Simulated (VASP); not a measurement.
A run of VASP 6.6.1 is set up as follows.

Contents of INCAR:

```
PREC     = Accurate       # precision mode
ENCUT    = 520            # plane-wave cutoff, eV
EDIFF    = 1E-6           # SCF threshold, eV
ISMEAR   = 0              # smearing method
SIGMA    = 0.1            # smearing width, eV
LREAL    = Auto         
LASPH    = True           # aspherical terms in the spheres
NELM     = 100            # most SCF steps
ALGO     = Fast           # electronic algorithm
ISIF     = 2              # what is computed and relaxed
LWAVE    = False          # write WAVECAR
LCHARG   = True           # write CHGCAR
LDIPOL   = True         
IDIPOL   = 3            
DIPOL    = 0.5 0.5 0.499
LELF     = True           # ELF
LVHAR    = True         
LVACPOTAV= True         
NBANDS   = 66             # bands
```

File KPOINTS:

```
regular mesh
0
Gamma
  5 7 1
```

POSCAR

```
AlNi
1.0
    5.6652330149      0.0000000000      0.0000000000
    0.0000000000      4.0059246819      0.0000000000
    0.0000000000      0.0000000000     23.0088870228
Al Ni
8 8
Direct
    0.0000000000      0.5000000000      0.3694224754
    0.5000000000      0.5000000000      0.3694224754
    0.0000000000      0.0000000000      0.4564741585
    0.5000000000      0.0000000000      0.4564741585
    0.0000000000      0.5000000000      0.5432484161
    0.5000000000      0.5000000000      0.5432484161
    0.0000000000      0.0000000000      0.6335591997
    0.5000000000      0.0000000000      0.6335591997
    0.2500000000      0.0000000000      0.3694224754
    0.7500000000      0.0000000000      0.3694224754
    0.2500000000      0.5000000000      0.4564741585
    0.7500000000      0.5000000000      0.4564741585
    0.2500000000      0.0000000000      0.5422402728
    0.7500000000      0.0000000000      0.5422402728
    0.2500000000      0.5000000000      0.6249228551
    0.7500000000      0.5000000000      0.6249228551
```

Potentials or basis: VASP PAW LDA potentials, release 64 (Al, Ni).

Command:

```sh
$ cat potpaw_LDA.64/Al/POTCAR potpaw_LDA.64/Ni/POTCAR > POTCAR
$ mpirun -np 1 vasp_std > vasp.out
```

Question: Predict the work function of the lower face.

Answer: 5.12 eV.

Question: What does it give for the band gap on the k mesh?

Answer: None (metal or under the smearing width).

Question: Predict the work function of the upper face.

Answer: 4.94 eV.

Forces in eV/Å, atoms in the order of the input:
```
Al   0.000  0.000 -0.574
Al   0.000  0.000 -0.574
Al   0.000  0.000 -0.533
Al   0.000  0.000 -0.533
Al   0.000  0.000 -0.005
Al   0.000  0.000 -0.005
Al   0.000  0.000  0.000
Al   0.000  0.000  0.000
Ni   0.000  0.000  0.785
Ni   0.000  0.000  0.785
Ni   0.000  0.000  0.294
Ni   0.000  0.000  0.294
Ni   0.000  0.000  0.004
Ni   0.000  0.000  0.004
Ni   0.000  0.000  0.029
Ni   0.000  0.000  0.029
```

Spin polarisation is off, so any magnetic state and its effect on volume and gap are missing.
